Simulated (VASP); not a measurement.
These are PBE GGA with D4 dispersion, VASP's PBE PAW potentials (set 64) (plane waves; VASP) values and carry that method's errors. For the first row: Settings: 520 eV cut-off, 9×9×9 Γ-centred mesh, first-order Methfessel-Paxton smearing of 0.10 eV, potentials Si Ni.

| system | energy (eV/atom) |
|---|---|
| Ni$_{3}$Si (L1_2) | -6.4195 |
| Si (diamond) | -5.7525 |
| Ni (fcc) | -5.9336 |

The references are the elements' solids at the same level; no temperature or zero-point terms are added.

Task: What is the formation energy per atom of Ni3Si?

Result: The references average (1×(-5.7525) + 3×(-5.9336))/4 = -5.8883 eV, so the formation energy is -6.4195 − (-5.8883) = -0.531 eV/atom.
